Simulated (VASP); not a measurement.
# Mg6AlMo (Amm2) in VASP: reference runs

Reference runs on Mg6AlMo: the cell as given and a disturbed copy.

All numbers are computed with VASP 6.6.1; they aren't measurements. Logs are shortened: lines on timing, memory, paths and dates and some standing lists are left out, and cuts for length are marked.

### Step 1. The structure

The structure is orthorhombic, space group Amm2 (No. 38). Conventional cell: a = 4.818 Å, b = 6.157 Å, c = 10.642 Å, α = 90.00°, β = 90.00°, γ = 90.00°. Mo (site symmetry mm2) is surrounded by 2 Al at 2.83 Å and 10 Mg at 2.97 to 3.17 Å. Al (site symmetry mm2) is surrounded by 2 Mo at 2.83 Å and 8 Mg at 2.83 to 3.08 Å. Mg (site symmetry mm2) has 10 Mg at 3.00 to 3.10 Å and 2 Mo at 3.08 Å as nearest neighbours. Around Mg (site symmetry m) lie 2 Mo at 2.98 to 3.17 Å and 8 Mg at 3.01 to 3.13 Å and 2 Al at 3.05 Å. Around Mg (site symmetry mm2) lie 10 Mg at 3.00 to 3.08 Å and 2 Al at 3.08 Å. Around Mg (site symmetry m) lie 1 Al at 2.83 Å and 8 Mg at 2.93 to 3.23 Å and 2 Mo at 2.97 Å.

The cell comes from a database or a generator and needn't be the stable form of this composition.

### Step 2. Single point, PBE

The input, INCAR:

```
SYSTEM = Mg6AlMo
PREC = Accurate
ENCUT = 520
EDIFF = 1E-7
ISMEAR = -1
SIGMA = 0.05
LREAL = .False.
LASPH = .True.
NELM = 80
ALGO = Normal
ISIF = 2
LWAVE = .False.
LCHARG = .True.
GGA = PE
LELF = .True.
LVHAR = .True.
NBANDS = 24
```

The input, KPOINTS:

```
Automatic mesh
0
Gamma
  6 5 5
  0 0 0
```

The input, POSCAR:

```
Mg6AlMo
1.0
    4.8183450000      0.0000000000      0.0000000000
    0.0000000000      3.0784555000      5.3212235000
    0.0000000000     -3.0784555000      5.3212235000
Mo Al Mg
1 1 6
Direct
    0.5000000000      0.6761230000      0.6761230000
    0.0000000000      0.8150990000      0.8150990000
    0.5000000000      0.1660790000      0.1660790000
    0.5000000000      0.6720130000      0.1628310000
    0.5000000000      0.1628310000      0.6720130000
    0.0000000000      0.3335200000      0.3335200000
    0.0000000000      0.8247220000      0.3496120000
    0.0000000000      0.3496120000      0.8247220000
```

Potentials or basis: VASP PAW PBE potentials, release 64 (Mo_sv, Al, Mg).

Command:

```console
cat potpaw_PBE.64/Mo_sv/POTCAR potpaw_PBE.64/Al/POTCAR potpaw_PBE.64/Mg/POTCAR > POTCAR
mpirun -np 1 vasp_std > vasp.out
```

OUTCAR:

```text
SYSTEM = Mg6AlMo
   PREC = Accurate
   ENCUT = 520
   EDIFF = 1E-7
   ISMEAR = -1
   LREAL = .False.
   LASPH = .True.
   NELM = 80
   ISIF = 2
   GGA = PE

 ion  position               nearest neighbor table
   1  0.500  0.676  0.676-   2 2.83   2 2.83   8 2.97   7 2.97   7 2.97   8 2.97   5 2.98   4 2.98
                             3 3.08   3 3.08   5 3.17   4 3.17
   2  0.000  0.815  0.815-   1 2.83   1 2.83   8 2.83   7 2.83   5 3.05   4 3.05   4 3.05   5 3.05
                             6 3.08   6 3.08   8 3.32   7 3.32
   3  0.500  0.166  0.166-   6 3.00   6 3.00   8 3.02   7 3.02   7 3.02   8 3.02   4 3.05   5 3.05
                             1 3.08   1 3.08   4 3.10   5 3.10
   4  0.500  0.672  0.163-   1 2.98   6 3.01   6 3.01   7 3.01   7 3.01   5 3.02   2 3.05   2 3.05
                             3 3.05   3 3.10   5 3.13   1 3.17
   5  0.500  0.163  0.672-   1 2.98   6 3.01   6 3.01   8 3.01   8 3.01   4 3.02   2 3.05   2 3.05
                             3 3.05   3 3.10   4 3.13   1 3.17
   6  0.000  0.334  0.334-   3 3.00   3 3.00   5 3.01   4 3.01   4 3.01   5 3.01   8 3.07   7 3.07
                             7 3.08   8 3.08   2 3.08   2 3.08
   7  0.000  0.825  0.350-   2 2.83   8 2.93   1 2.97   1 2.97   4 3.01   4 3.01   3 3.02   3 3.02
                             6 3.07   6 3.08   8 3.23   2 3.32
   8  0.000  0.350  0.825-   2 2.83   7 2.93   1 2.97   1 2.97   5 3.01   5 3.01   3 3.02   3 3.02
                             6 3.07   6 3.08   7 3.23   2 3.32

  LATTYP: Found a base centered orthorhombic cell.
 ALAT       =     6.1569110000
 B/A-ratio  =     1.7285367614
 C/A-ratio  =     0.7825913027

  Lattice vectors:

 A1 = (   0.0000000000,   3.0784555000,  -5.3212235000)
 A2 = (   0.0000000000,   3.0784555000,   5.3212235000)
 A3 = (   4.8183450000,   0.0000000000,   0.0000000000)

Analysis of symmetry for initial positions (statically):
=====================================================================
 Subroutine PRICEL returns:
 Original cell was already a primitive cell.

 Routine SETGRP: Setting up the symmetry group for a
 base centered orthorhombic supercell.

 Subroutine GETGRP returns: Found  4 space group operations
 (whereof  4 operations were pure point group operations)
 out of a pool of  8 trial point group operations.

The static configuration has the point symmetry C_2v.

Analysis of symmetry for dynamics (positions and initial velocities):
=====================================================================
 Subroutine PRICEL returns:
 Original cell was already a primitive cell.

 Routine SETGRP: Setting up the symmetry group for a
 base centered orthorhombic supercell.

 Subroutine GETGRP returns: Found  4 space group operations
 (whereof  4 operations were pure point group operations)
 out of a pool of  8 trial point group operations.

The dynamic configuration has the point symmetry C_2v.

 Subroutine INISYM returns: Found  4 space group operations
 (whereof  4 operations are pure point group operations),
 and found     1 'primitive' translations

----------------------------------------------------------------------------------------

                                     Primitive cell

  volume of cell :     157.8601

  direct lattice vectors                    reciprocal lattice vectors
     4.818345000  0.000000000  0.000000000     0.207540141  0.000000000  0.000000000
     0.000000000  3.078455500  5.321223500     0.000000000  0.162419109  0.093963353
     0.000000000 -3.078455500  5.321223500     0.000000000 -0.162419109  0.093963353

  length of vectors
     4.818345000  6.147544860  6.147544860     0.207540141  0.187640824  0.187640824

  position of ions in fractional coordinates (direct lattice)
     0.500000000  0.676123000  0.676123000
     0.000000000  0.815099000  0.815099000
     0.500000000  0.166079000  0.166079000
     0.500000000  0.672013000  0.162831000
     0.500000000  0.162831000  0.672013000
     0.000000000  0.333520000  0.333520000
     0.000000000  0.824722000  0.349612000
     0.000000000  0.349612000  0.824722000

  ion indices of the primitive-cell ions
   primitive index   ion index
                 1           1
                 2           2
                 3           3
                 4           4
                 5           5
                 6           6
                 7           7
                 8           8

----------------------------------------------------------------------------------------

 KPOINTS: Automatic mesh

Automatic generation of k-mesh.
 Grid dimensions read from file:
 generate k-points for:    6    5    5

 Generating k-lattice:

  Cartesian coordinates                     Fractional coordinates (reciprocal lattice)
     0.034590023  0.000000000  0.000000000     0.166666667  0.000000000  0.000000000
     0.000000000  0.032483822  0.018792671     0.000000000  0.200000000  0.000000000
     0.000000000 -0.032483822  0.018792671     0.000000000  0.000000000  0.200000000

  Length of vectors
     0.034590023  0.037528165  0.037528165

  Shift w.r.t. Gamma in fractional coordinates (k-lattice)
     0.000000000  0.000000000  0.000000000

 Subroutine IBZKPT returns following result:
 ===========================================

 Found     36 irreducible k-points:

 Following reciprocal coordinates:
            Coordinates               Weight
  0.000000  0.000000  0.000000      1.000000
  0.166667  0.000000  0.000000      2.000000
  0.333333  0.000000  0.000000      2.000000
  0.500000  0.000000  0.000000      1.000000
  0.000000  0.200000  0.000000      4.000000
  0.166667  0.200000  0.000000      8.000000
[... 16 lines left out ...]
  0.333333 -0.400000  0.200000      8.000000
  0.500000 -0.400000  0.200000      4.000000
 [... further k-points ...]
   k-points           NKPTS =     36   k-points in BZ     NKDIM =     36   number of bands    NBANDS=     24
   number of dos      NEDOS =    301   number of ions     NIONS =      8
   total plane-waves  NPLWV =  82944
   dimension x,y,z NGX =    36 NGY =   48 NGZ =   48
   dimension x,y,z NGXF=    72 NGYF=   96 NGZF=   96
   ions per type =               1   1   6
   NGX,Y,Z   is equivalent  to a cutoff of  12.42, 12.98, 12.98 a.u.
   NGXF,Y,Z  is equivalent  to a cutoff of  24.84, 25.96, 25.96 a.u.
 SYSTEM =  Mg6AlMo
   PREC   = accura    normal or accurate (medium, high low for compatibility)
   ISTART =      0    job   : 0-new  1-cont  2-samecut
   ICHARG =      2    charge: 1-file 2-atom 10-const
   ISPIN  =      1    spin polarized calculation?
   LNONCOLLINEAR =      F non collinear calculations
   LSORBIT =      F    spin-orbit coupling
   LASPH  =      T    aspherical Exc in radial PAW
   ENCUT  =  520.0 eV  38.22 Ry    6.18 a.u.   8.96 11.43 11.43*2*pi/ulx,y,z
   NELM   =     80;   NELMIN=  2; NELMDL= -5     # of ELM steps
   EDIFF  = 0.1E-06   stopping-criterion for ELM
   LREAL  =      F    real-space projection
   EDIFFG = 0.1E-05   stopping-criterion for IOM
   NSW    =      0    number of steps for IOM
   IBRION =     -1    ionic relax: 0-MD 1-quasi-New 2-CG
   NFREE  =      0    steps in history (QN), initial steepest desc. (CG)
   ISIF   =      2    stress and relaxation
   ISYM   =      2    0-nonsym 1-usesym 2-fastsym
   POTIM  = 0.5000    time-step for ionic-motion
   TEBEG  =    0.0;   TEEND  =   0.0 temperature during run
   PSTRESS=    0.0 pullay stress
   NELECT =      29.0000    total number of electrons
   NUPDOWN=      -1.0000    fix difference up-down
   EMIN   =  10.00;   EMAX   =-10.00  energy-range for DOS
   EFERMI =   0.00;   METHOD = LEGACY
   ISMEAR =    -1;   SIGMA  =   0.05  broadening in eV -4-tet -1-fermi 0-gaus
   EFERMI_NEDOS =   21; number of points for ismear=-14 and -15
   IALGO  =     38    algorithm
   IMIX   =      4    mixing-type and parameters
     AMIX     =   0.40;   BMIX     =  1.00
     AMIX_MAG =   1.60;   BMIX_MAG =  1.00
  volume/ion in A,a.u.               =      19.73       133.16
  Fermi-wavevector in a.u.,A,eV,Ry     =   0.930644  1.758661 11.783973  0.866098
  Thomas-Fermi vector in A             =   2.057054
   LORBIT       =      0    0 simple, 1 ext, 2 COOP (PROOUT), +10 PAW based schemes
   GGA     = PE    functional components
   LHFCALC =     F    Hartree Fock is set to
   AEXX    =    0.0000 exact exchange contribution
   IVDW    =     0    specifies the selected vdW correction
   LEPSILON=     F    determine dielectric tensor
   LRPA    =     F    only Hartree local field effects (RPA)
 non-spin polarized calculation
  energy-cutoff  :      520.00
  volume of cell :      157.86
 maximum number of plane-waves:      4285
 NGX is ok and might be reduce to    36
   NGX = 17   NGY = 23   NGZ = 23

 number of electron      29.0000002 magnetization

 Free energy of the ion-electron system (eV)
  ---------------------------------------------------
  ext. energy  EPLUGINS =         0.00000000
  ---------------------------------------------------
  free energy    TOTEN  =       -22.50215279 eV

  energy without entropy =      -22.46007254  energy(sigma->0) =      -22.48111267

 E-fermi :   4.2889     XC(G=0):  -9.4189

 val. band max:        4.2875554385   @ k =   0.5000   0.4000   0.2000
 cond. band min:       4.3035182079   @ k =   0.3333   0.4000   0.2000
 fundamental gap:      0.0159627694
 Fermi energy:         4.2888557450

 k-point     1 :       0.0000    0.0000    0.0000
  band No.  band energies     occupation
      1     -56.0978      2.00000
      2     -30.1978      2.00000
      3     -30.1935      2.00000
      4     -30.1586      2.00000
      5      -3.4068      2.00000
      6       0.6107      2.00000
[... 16 lines left out ...]
     23       8.3448      0.00000
     24       8.4221      0.00000

 k-point     2 :       0.1667    0.0000    0.0000
  band No.  band energies     occupation
      1     -56.0978      2.00000
      2     -30.1977      2.00000
      3     -30.1934      2.00000
      4     -30.1591      2.00000
      5      -3.2260      2.00000
      6       0.4726      2.00000
[... 16 lines left out ...]
     23       7.6945      0.00000
     24       7.8921      0.00000

 k-point     3 :       0.3333    0.0000    0.0000
  band No.  band energies     occupation
      1     -56.0978      2.00000
      2     -30.1977      2.00000
      3     -30.1933      2.00000
      4     -30.1601      2.00000
      5      -2.7069      2.00000
      6      -0.4982      2.00000
[... 16 lines left out ...]
     23       7.1399      0.00000
     24       8.4506      0.00000

 k-point     4 :       0.5000    0.0000    0.0000
  band No.  band energies     occupation
      1     -56.0978      2.00000
      2     -30.1976      2.00000
      3     -30.1932      2.00000
      4     -30.1607      2.00000
      5      -2.1486      2.00000
      6      -1.3191      2.00000
[... 16 lines left out ...]
     23       6.7925      0.00000
     24      10.7040      0.00000

 k-point     5 :       0.0000    0.2000    0.0000
  band No.  band energies     occupation
      1     -56.0978      2.00000
      2     -30.1979      2.00000
      3     -30.1935      2.00000
      4     -30.1586      2.00000
      5      -3.2030      2.00000
      6      -0.2398      2.00000
[... 451 lines left out ...]
 k-point    22 :       0.1667   -0.4000    0.2000
  band No.  band energies     occupation
      1     -56.0978      2.00000
      2     -30.1979      2.00000
      3     -30.1936      2.00000
      4     -30.1591      2.00000
      5      -2.1381      2.00000
      6      -1.4345      2.00000
[... 16 lines left out ...]
     23       8.3731      0.00000
     24       8.6566      0.00000

 k-point    23 :       0.3333   -0.4000    0.2000
  band No.  band energies     occupation
      1     -56.0978      2.00000
      2     -30.1979      2.00000
      3     -30.1934      2.00000
      4     -30.1601      2.00000
      5      -1.6880      2.00000
      6      -0.9470      2.00000
[... 16 lines left out ...]
     23       8.7089      0.00000
     24       8.9051      0.00000

 k-point    24 :       0.5000   -0.4000    0.2000
  band No.  band energies     occupation
      1     -56.0978      2.00000
      2     -30.1978      2.00000
      3     -30.1934      2.00000
      4     -30.1607      2.00000
      5      -1.3099      2.00000
      6      -0.3692      2.00000
[... 16 lines left out ...]
     23       9.0357      0.00000
     24       9.3542      0.00000

 [... further k-points ...]

------------------------ aborting loop because EDIFF is reached ----------------------------------------

  FORCE on cell =-STRESS in cart. coord.  units (eV):
  Direction    XX          YY          ZZ          XY          YZ          ZX
  --------------------------------------------------------------------------------------
  -------------------------------------------------------------------------------------
  Total        0.0311004     -0.1541615      0.2762734      0.0000000      0.0000000      0.0000000
  in kB        0.3156484     -1.5646392      2.8039961      0.0000000      0.0000000      0.0000000
  external PRESSURE =       0.5183351 kB  Pullay stress =       0.0000000 kB

 VOLUME and BASIS-vectors are now :
 -----------------------------------------------------------------------------
  energy-cutoff  :      520.00
  volume of cell :      157.86
      direct lattice vectors                 reciprocal lattice vectors
     4.818345000  0.000000000  0.000000000     0.207540141  0.000000000  0.000000000
     0.000000000  3.078455500  5.321223500     0.000000000  0.162419109  0.093963353
     0.000000000 -3.078455500  5.321223500     0.000000000 -0.162419109  0.093963353

 POSITION                                       TOTAL-FORCE (eV/Angst)
 -----------------------------------------------------------------------------------
      2.40917      0.00000      7.19560         0.000000      0.000000      0.017189
      0.00000      0.00000      8.67465         0.000000      0.000000     -0.028648
      2.40917      0.00000      1.76749         0.000000      0.000000      0.046379
      2.40917      1.56749      4.44239         0.000000     -0.019477      0.049601
      2.40917     -1.56749      4.44239         0.000000      0.019477      0.049601
      0.00000      0.00000      3.54947         0.000000      0.000000     -0.015062
      0.00000      1.46260      6.24889         0.000000      0.029526     -0.059530
      0.00000     -1.46260      6.24889         0.000000     -0.029526     -0.059530
 -----------------------------------------------------------------------------------
    total drift:                                0.000000     -0.000000      0.000128

  FREE ENERGIE OF THE ION-ELECTRON SYSTEM (eV)
  ---------------------------------------------------
  free  energy   TOTEN  =       -22.5021527916 eV

  energy  without entropy=      -22.4600725438  energy(sigma->0) =      -22.48111267
```

Wall time 96 s (1 thread of Intel Xeon Platinum 8488C (Sapphire Rapids), shared host); peak memory 0.35 GiB.

Results:

* Free energy: -22.5022 eV
* Pressure: 0.1 GPa
* Largest force: 0.066 eV/Å
* Band gap on the k mesh: none (metal or under the smearing width)

Forces in eV/Å, atoms in the order of the input:
```
Mo   0.000  0.000  0.017
Al   0.000  0.000 -0.029
Mg   0.000  0.000  0.046
Mg   0.000 -0.019  0.050
Mg   0.000  0.019  0.050
Mg   0.000  0.000 -0.015
Mg   0.000  0.030 -0.060
Mg   0.000 -0.030 -0.060
```

Stress tensor (GPa, compression positive):
```
 0.03  0.00  0.00
 0.00 -0.16  0.00
 0.00  0.00  0.28
```

### Step 3. Single point, PBE (atoms moved at random, drawn with an rms of 0.05 Å)

INCAR, as its differences from that of step 2:

```diff
@@ -8,3 +8,3 @@
 LASPH = .True.
-NELM = 80
+NELM = 100
 ALGO = Normal
```

The input, KPOINTS:

```
regular mesh
0
Gamma
  6 5 5
  0 0 0
```

The input, POSCAR:

```
Mg6AlMo
1.0
    4.8183450000      0.0000000000      0.0000000000
    0.0000000000      3.0784555000      5.3212235000
    0.0000000000     -3.0784555000      5.3212235000
Mo Al Mg
1 1 6
Direct
    0.5030650000      0.6802760000      0.6713410000
    0.0015840000      0.8183920000      0.8046130000
    0.4930410000      0.1666180000      0.1530750000
    0.5082800000      0.6713660000      0.1702080000
    0.4906920000      0.1500530000      0.6841660000
    0.0053020000      0.3411790000      0.3356120000
    0.0081170000      0.8272300000      0.3432820000
    0.0028790000      0.3544370000      0.8221090000
```

Potentials or basis: VASP PAW PBE potentials, release 64 (Mo_sv, Al, Mg).

Command:

```console
cat potpaw_PBE.64/Mo_sv/POTCAR potpaw_PBE.64/Al/POTCAR potpaw_PBE.64/Mg/POTCAR > POTCAR
mpirun -np 1 vasp_std > vasp.out
```

Wall time 3.7 min (1 thread of Intel Xeon Platinum 8488C (Sapphire Rapids), shared host); peak memory 0.46 GiB.

Results (log left out):

```yaml
Free_energy: -22.4345 eV
Pressure: 0.3 GPa
Largest_force: 0.597 eV/Å
Band_gap_on_the_k_mesh: none (metal or under the smearing width)
```

Forces on the atoms (eV/Å):
```
Mo   0.012 -0.101 -0.061
Al  -0.044 -0.108  0.112
Mg   0.291 -0.106  0.510
Mg  -0.039 -0.058 -0.194
Mg   0.258  0.370 -0.094
Mg  -0.153 -0.060 -0.251
Mg  -0.148  0.092  0.057
Mg  -0.179 -0.030 -0.079
```

Stress tensor (GPa, compression positive):
```
 0.13 -0.16 -0.03
-0.16  0.08  0.31
-0.03  0.31  0.61
```

Levels at points of the mesh, in eV from the Fermi level:
```
           k point  band 11  band 12  band 13  band 14  band 15  band 16  band 17  band 18
(0.00, 0.00, 0.00)    -1.96    -1.65    -0.86    -0.83    -0.64     0.55     0.58     1.62
(0.50, 0.00, 0.00)    -1.57    -1.24    -1.13    -1.05    -0.81    -0.35    -0.33    -0.24
```
